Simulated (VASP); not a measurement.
# VASP inputs for Zn2C (antifluorite)

INCAR

```
NELM = 120
NSW = 0
ENCUT = 520
LCHARG = .FALSE.
ISIF = 2
SIGMA = 0.02
LWAVE = .FALSE.
EDIFF = 1E-7
ISMEAR = -1
GGA = PS
LASPH = .TRUE.
LREAL = .FALSE.
NBANDS = 21
PREC = Accurate
IBRION = -1
```

KPOINTS

```
KPOINTS created by Atomic Simulation Environment
0
Gamma
8 8 8
0 0 0
```

KPOINTS_OPT

```
special points
6
Reciprocal
0.0000000000 0.0000000000 0.0000000000 1
0.5000000000 0.0000000000 0.5000000000 1
0.5000000000 0.2500000000 0.7500000000 1
0.3750000000 0.3750000000 0.7500000000 1
0.5000000000 0.5000000000 0.5000000000 1
0.6250000000 0.2500000000 0.6250000000 1
```

POSCAR

```
C  Zn
 1.0000000000000000
    -0.0000000000000000    2.5779490358415575    2.5779490358415575
     2.5779490358415575   -0.0000000000000000    2.5779490358415575
     2.5779490358415575    2.5779490358415575    0.0000000000000000
 C   Zn
   1   2
Cartesian
  0.0000000000000000 -0.0000000000000000  0.0000000000000000
  1.2889745179207788  1.2889745179207788  1.2889745179207788
  3.8669235537623363  3.8669235537623363  3.8669235537623363
```

VASP ran with the recommended PBE PAW datasets (28 valence electrons in the cell).

Q: Predict the results.

A: gap between bands v and c 0.00 eV; least direct gap 0.00 eV; pressure -1.5 GPa.

Band v is the last that the valence electrons fill when counted band by band, and c is the next. Levels in eV from the top of v:

```json
{"point": "Γ", "v−1": "0.00", "v": "0.00", "c": "0.00", "c+1": "4.10"}
{"point": "X", "v−1": "-3.81", "v": "-3.81", "c": "0.87", "c+1": "1.52"}
{"point": "W", "v−1": "-4.97", "v": "-4.97", "c": "3.89", "c+1": "5.21"}
{"point": "K", "v−1": "-5.14", "v": "-2.97", "c": "1.52", "c+1": "4.41"}
{"point": "L", "v−1": "-1.16", "v": "-1.16", "c": "0.83", "c+1": "5.07"}
```
